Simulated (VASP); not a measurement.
Wanted: the native input for a VASP 6.6.1 run.

* Task: relaxation of cell and atoms
* Functional: PBE
* Potentials or basis: VASP PAW PBE potentials, release 64 (C)
* Cutoff: 520 eV
* k mesh: 10 × 10 × 10
* Occupations: gaussian, width 0.02 eV
* Spin: no spin polarisation
* Further INCAR settings: ALGO = Normal; EDIFF = 1e-07; IBRION = 2; EDIFFG = -0.002; NSW = 80; ISIF = 3

The structure of C lies in POSCAR:

```
C                                       
1.0
    0.0000000000      1.7867157877      1.7867157877
    1.7867157877     -0.0000000000      1.7867157877
    1.7867157877      1.7867157877     -0.0000000000
  C             
     2
Direct
     0.0000000000000000    0.0000000000000000    0.0000000000000000
     0.2500000000000000    0.2500000000000000    0.2500000000000000
```

This isn't the form of C at room conditions, which is graphite.

One way to write it, as run:

INCAR

```
SYSTEM = C
PREC     = Accurate       ! precision mode
ENCUT    = 520            ! plane-wave cutoff, eV
EDIFF    = 1E-7           ! SCF threshold, eV
ISMEAR   = 0              ! smearing method
SIGMA    = 0.02           ! smearing width, eV
LREAL    = .FALSE.        ! projectors in reciprocal space
LASPH    = .TRUE.         ! aspherical terms in the spheres
NELM     = 80             ! most SCF steps
ALGO     = Normal         ! electronic algorithm
ISIF     = 3              ! what is computed and relaxed
LWAVE    = .FALSE.        ! write WAVECAR
LCHARG   = .FALSE.        ! write CHGCAR
GGA      = PE             ! functional
IBRION   = 2              ! ionic algorithm
NSW      = 80             ! ionic steps
EDIFFG   = -0.002         ! ionic threshold
```

KPOINTS

```
regular mesh
0
G
  10 10 10
  0 0 0
```

Potentials or basis: VASP PAW PBE potentials, release 64 (C).

The run is started by

```sh
$ cat potpaw_PBE.64/C/POTCAR > POTCAR
$ mpirun -np 1 vasp_std > vasp.out
```

It gave:

The pressure after relaxing is 0.0 GPa and the band gap on the k mesh is 4.16 eV, indirect (least direct gap 5.57 eV).

Caveat: the relaxation stopped at its first step, so nothing moved.

It took 7.4 s on 1 thread of Intel(R) Xeon(R) Platinum 8375C CPU @ 2.90GHz (Ice Lake) (shared host), peak memory 0.11 GiB.
